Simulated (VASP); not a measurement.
An input for Quantum ESPRESSO's pw.x (written as the equivalent of a VASP run, and not itself run):

```
&CONTROL
  calculation = 'vc-relax'
  pseudo_dir = './pseudo'
  outdir = './out'
  tprnfor = .true.
  tstress = .true.
  nstep = 60
  forc_conv_thr = 0.00039
/
&SYSTEM
  ibrav = 0
  nat = 1
  ntyp = 1
  ecutwfc = 74
  occupations = 'smearing'
  smearing = 'methfessel-paxton'
  degauss = 0.00735
  input_dft = 'revpbe'
/
&ELECTRONS
  conv_thr = 7.3e-08
  electron_maxstep = 100
/
&IONS
/
&CELL
/
ATOMIC_SPECIES
  K 39.098 K.upf
CELL_PARAMETERS angstrom
    -2.6400000    2.6400000    2.6400000
     2.6400000   -2.6400000    2.6400000
     2.6400000    2.6400000   -2.6400000
ATOMIC_POSITIONS crystal
  K    0.0000000  0.0000000  0.0000000
K_POINTS automatic
  9 9 9 0 0 0
```

**Question.** Write the VASP files for the same calculation (revPBE).

**Answer.** One answer among several that fit: 
**KPOINTS**
```
Regular mesh
0
G
  9 9 9
```

POSCAR:
```
K
1
   -2.6400000000     2.6400000000     2.6400000000
    2.6400000000    -2.6400000000     2.6400000000
    2.6400000000     2.6400000000    -2.6400000000
K
1
Direct
  0.0000000000   0.0000000000   0.0000000000
```

INCAR:
```
# general
SYSTEM=K
PREC  =Accurate
ENCUT =520   # plane-wave cut-off (eV)
LREAL =.FALSE.   # projection in real space or not
LASPH =.TRUE.

# electronic loop
EDIFF =1E-6   # SCF stop (eV)
NELM  =100   # most electronic steps
ALGO  =Normal

# smearing
ISMEAR=1   # Methfessel-Paxton
SIGMA =0.1   # width (eV)

# functional
GGA   =RE   # revPBE

# ions
IBRION=2   # conjugate gradients
NSW   =60   # most ionic steps
ISIF  =3   # ions, shape and volume
EDIFFG=-0.01   # ionic stop

# output
LWAVE =.FALSE.
LCHARG=.FALSE.
```

POTCAR, in this order: K_sv (PBE.64 set). Program: vasp_std.

The two are equivalent in intent, not identical: the potentials are each code's own (VASP's PAW set, PseudoDojo norm-conserving files in pw.x), so ENCUT and ecutwfc are chosen apart and not converted; conv_thr bounds pw.x's estimated SCF error, while EDIFF bounds the energy change between steps; forc_conv_thr acts on force components and is met together with etot_conv_thr.

The compound is K in the bcc structure. This run relaxes it. Symmetry was kept, so distortions that lower it aren't found.
